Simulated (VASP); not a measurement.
Input:

```yaml
crystal:
  lattice:
    - [0.00000, 2.93347, 2.93347]
    - [2.93347, 0.00000, 2.93347]
    - [2.93347, 2.93347, 0.00000]
  atoms:
    - { symbol: Pb, position: [0.00000, 0.00000, 0.00000] }
    - { symbol: F, position: [0.25000, 0.25000, 0.25000] }
    - { symbol: F, position: [0.75000, 0.75000, 0.75000] }
```

All values below come from PBEsol GGA, VASP's PBE PAW potentials (set 64) (plane waves; VASP). Settings: 400 eV cut-off, 7×7×7 Γ-centred mesh, Fermi-Dirac smearing of 0.010 eV, potentials Pb_d F.

At this cut-off the stress carries a Pulay error, which pulls relaxed volumes low.

### Question
Estimate the energy per atom (σ→0), pressure.

### Answer

```json
{
 "energy per atom (σ→0)": "-481.1 kJ/mol of atoms",
 "pressure": "-6.16 GPa"
}
```

The absolute energy has meaning only against runs of the same code, potentials and settings.

The structure is a typed PbF2 crystal (Fm-3m). The cell was not relaxed at this level.
